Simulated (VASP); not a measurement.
Energy against volume of TiC (rock salt). The numbers are results of PBE GGA with D3 dispersion (Becke-Johnson damping), VASP's PBE PAW potentials (set 64) (plane waves; VASP), not measurements. Run with 520 eV cut-off, 15×15×15 Γ-centred mesh, first-order Methfessel-Paxton smearing of 0.10 eV, potentials Ti_sv C.

```tsv
V (Å³/atom)	E (eV/atom)
9.294	-9.77320
9.591	-9.79784
9.887	-9.80547
10.184	-9.79848
```

Fit these four points and predict the energy of the run at 10.480 Å³/atom.

A cubic in V^(−2/3), the third-order Birch-Murnaghan form, passes through the four points with V0 = 9.89 Å³/atom and B0 = 263 GPa, and gives -9.7789 eV/atom there. The run gave -9.7789 eV/atom, -0.0 meV/atom from the fit; all five points give B0 = 263 GPa.

The compound is TiC in the rock salt structure. It was relaxed first.
